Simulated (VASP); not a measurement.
Consider the following.

```
O
1.0
    3.84901    -4.66878     0.00000
    3.84901     4.66878     0.00000
   -2.36756     0.00000     4.12002
O
8
Direct
  0.99805   0.28661   0.60494
  0.00195   0.71339   0.39506
  0.71339   0.00195   0.89506
  0.28661   0.99805   0.10494
  0.17916   0.40400   0.86170
  0.82084   0.59600   0.13830
  0.59600   0.82084   0.63830
  0.40400   0.17916   0.36170
```

Method: PBEsol GGA, VASP's PBE PAW potentials (set 64) (plane waves; VASP 6.6.1). Settings: 400 eV cut-off, 4×4×6 Γ-centred mesh, Gaussian smearing of 0.14 eV, potentials O.

### Question
Give the energies of bands 15 to 28 at the high-symmetry points, in eV from the Fermi level.

### Answer

```json
[
 {"band": "15", "Γ": "-6.82", "A": "-6.70", "I2": "-6.84", "M2": "-6.72", "Y": "-6.66", "V2": "-6.76"},
 {"band": "16", "Γ": "-6.76", "A": "-6.70", "I2": "-6.84", "M2": "-6.72", "Y": "-6.59", "V2": "-6.75"},
 {"band": "17", "Γ": "-6.67", "A": "-6.50", "I2": "-6.51", "M2": "-6.63", "Y": "-6.53", "V2": "-6.56"},
 {"band": "18", "Γ": "-6.62", "A": "-6.50", "I2": "-6.51", "M2": "-6.63", "Y": "-6.53", "V2": "-6.43"},
 {"band": "19", "Γ": "-6.29", "A": "-6.33", "I2": "-6.33", "M2": "-6.30", "Y": "-6.52", "V2": "-6.43"},
 {"band": "20", "Γ": "-6.29", "A": "-6.33", "I2": "-6.33", "M2": "-6.30", "Y": "-6.41", "V2": "-6.40"},
 {"band": "21", "Γ": "-0.26", "A": "-0.12", "I2": "-0.23", "M2": "-0.25", "Y": "-0.25", "V2": "-0.22"},
 {"band": "22", "Γ": "-0.10", "A": "-0.12", "I2": "-0.23", "M2": "-0.25", "Y": "-0.10", "V2": "-0.15"},
 {"band": "23", "Γ": "-0.08", "A": "-0.08", "I2": "0.00", "M2": "0.04", "Y": "-0.09", "V2": "-0.09"},
 {"band": "24", "Γ": "-0.02", "A": "-0.08", "I2": "0.00", "M2": "0.04", "Y": "-0.07", "V2": "-0.04"},
 {"band": "25", "Γ": "0.01", "A": "0.04", "I2": "0.09", "M2": "0.09", "Y": "0.00", "V2": "0.01"},
 {"band": "26", "Γ": "0.02", "A": "0.04", "I2": "0.09", "M2": "0.09", "Y": "0.09", "V2": "0.06"},
 {"band": "27", "Γ": "0.05", "A": "0.25", "I2": "0.20", "M2": "0.17", "Y": "0.10", "V2": "0.12"},
 {"band": "28", "Γ": "0.29", "A": "0.25", "I2": "0.20", "M2": "0.17", "Y": "0.15", "V2": "0.22"}
]
```

It has no gap at this level: it comes out as a metal or semimetal.

The structure comes from a computed database's O2 entry; how it stands against other phases isn't given here. The cell was not relaxed at this level.
